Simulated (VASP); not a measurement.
Input for VASP

POSCAR:
```
Hf
1
    1.6269000000    -2.8178730000     0.0000000000
    1.6269000000     2.8178730000     0.0000000000
    0.0000000000     0.0000000000     5.1510000000
Hf
2
Direct
  0.3333330000   0.6666670000   0.2500000000
  0.6666670000   0.3333330000   0.7500000000
```

INCAR:
```
SYSTEM = Hf
PREC = Accurate
ENCUT = 400
EDIFF = 1E-6
NELM = 100
ALGO = Normal
LREAL = .FALSE.
LASPH = .TRUE.
ISMEAR = 1
SIGMA = 0.1
GGA = PE
LMAXMIX = 6
LWAVE = .FALSE.
LCHARG = .FALSE.
ISIF = 2
ICHARG = 11
```

### KPOINTS
```
Automatic mesh
0
Gamma
10 10 6
0 0 0
```

POTCAR, in this order: Hf_pv (PBE.64 set). Program: vasp_std.

Output

### standard output
```
 POSCAR found type information on POSCAR Hf
 POSCAR found :  1 types and       2 ions
 Reading from existing POTCAR
 Reading from existing POTCAR
 LDA part: xc-table for (Slater+PW92), standard interpolation
 WARNING: stress and forces are not correct
 POSCAR, INCAR and KPOINTS ok, starting setup
 WAVECAR not read
 WARNING: CHGCAR is incomplete

 -----------------------------------------------------------------------------
|                                                                             |
|     EEEEEEE  RRRRRR   RRRRRR   OOOOOOO  RRRRRR      ###     ###     ###     |
|     E        R     R  R     R  O     O  R     R     ###     ###     ###     |
|     E        R     R  R     R  O     O  R     R     ###     ###     ###     |
|     EEEEE    RRRRRR   RRRRRR   O     O  RRRRRR       #       #       #      |
|     E        R   R    R   R    O     O  R   R                               |
|     E        R    R   R    R   O     O  R    R      ###     ###     ###     |
|     EEEEEEE  R     R  R     R  OOOOOOO  R     R     ###     ###     ###     |
|                                                                             |
|     ICHARG>10                                                               |
|                                                                             |
|       ---->  I REFUSE TO CONTINUE WITH THIS SICK JOB ... BYE!!! <----       |
|                                                                             |
 -----------------------------------------------------------------------------
```

Task: Read the log: what went wrong, and how is it fixed?

Result: The cause: ICHARG = 11 asks for a fixed density, but there is no CHGCAR. VASP stops with an error: ERROR: charge density could not be read from file CHGCAR for ICHARG>10 ----> I REFUSE TO CONTINUE WITH THIS SICK JOB ... BYE!!! <---- To mend it, run self-consistently first and keep its CHGCAR, or remove ICHARG. The plain static run on this cell (PBE GGA, plane waves, VASP's PBE PAW potentials (set 64)) converges, and its OSZICAR ends with
```
   1 F= -.19807142E+02 E0= -.19806698E+02  d E =-.133316E-02
```

The compound is Hf in the hcp structure. The cell was not relaxed at this level.
